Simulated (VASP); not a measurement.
```
CELL_PARAMETERS angstrom
      0.00000     3.33000     3.33000
      3.33000     0.00000     3.33000
      3.33000     3.33000     0.00000
ATOMIC_POSITIONS crystal
  Sr 0.00000 0.00000 0.00000
  Te 0.50000 0.50000 0.50000
```

Level of theory: PBE GGA, VASP's PBE PAW potentials (set 64) (plane waves; VASP). Numerical set-up: 520 eV cut-off, 6×6×6 Γ-centred mesh, Gaussian smearing of 0.050 eV, potentials Sr_sv Te.

Energy and stress use the plane-wave basis of the starting cell.

Q: The ions, cell shape and volume are relaxed. Predict the relaxed structure.

A: 
```
CELL_PARAMETERS angstrom
      0.00000     3.36246     3.36246
      3.36246     0.00000     3.36246
      3.36246     3.36246     0.00000
ATOMIC_POSITIONS crystal
  Sr 0.00000 0.00000 0.00000
  Te 0.50000 0.50000 0.50000
```
Space group Fm-3m (225), at a tolerance of 0.03 Å.

Q: How do energy and volume change from the first to the last step?

A: The energy (σ→0) changes by -3.3 meV/atom and the volume by +3.0 %, in 3 ionic steps.

The compound is SrTe in the rock salt structure. This run relaxes it. Symmetry was kept, so distortions that lower it aren't found.
